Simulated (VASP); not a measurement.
Calculation: r2SCAN meta-GGA, VASP's PBE PAW potentials (set 64) (plane waves; VASP).

The input files of a VASP run:

**KPOINTS**
```
Automatic mesh
0
Gamma
11 11 11
0 0 0
```

POSCAR:
```
Sm
1
   -3.0715017581     3.0715017581     1.7461081295
    3.0715017581    -3.0715017581     1.7461081295
    3.0715017581     3.0715017581    -1.7461081295
Sm
2
Direct
  0.7500000000   0.2500000000   0.5000000000
  0.0000000000   0.0000000000   0.0000000000
```

### INCAR
```
# general
SYSTEM   =  Sm
PREC     =  Accurate
ENCUT    =  400   # plane-wave cut-off (eV)
LREAL    =  F   # projection in real space or not
LASPH    =  T   # aspherical one-centre terms

# electronic loop
EDIFF    =  1E-6   # SCF stop (eV)
NELM     =  100
ALGO     =  Normal
LMAXMIX  =  6   # l cut-off of mixed one-centre charges
LMIXTAU  =  T

# smearing
ISMEAR   =  1
SIGMA    =  0.1

# functional
METAGGA  =  R2SCAN

# ions
IBRION   =  2   # conjugate gradients
NSW      =  60
ISIF     =  3
EDIFFG   =  -0.01

# output
LWAVE    =  F
LCHARG   =  F
```

POTCAR, in this order: Sm_3 (PBE.64 set). Program: vasp_std.

Problem. What will the output report for the number of irreducible k-points (NKPTS), number of bands (NBANDS), largest plane-wave count, number of space-group operations, FFT grid (NGX, NGY, NGZ)?

Solution. 
```json
{
 "number of irreducible k-points (NKPTS)": "126",
 "number of bands (NBANDS)": "15",
 "largest_plane_wave_count": "1214",
 "number_of_space_group_operations": "16",
 "FFT grid (NGX, NGY, NGZ)": "32 × 32 × 32"
}
```

The structure was generated: Sm was put into the beta-Sn type (I4_1/amd), which need not be its known phase. This run relaxes it. Symmetry was kept, so distortions that lower it aren't found. The start is the result of an earlier pass. The 4f electrons are frozen in the core of the lanthanide potential, so 4f levels, which can set the real gap, and their magnetism are missing.
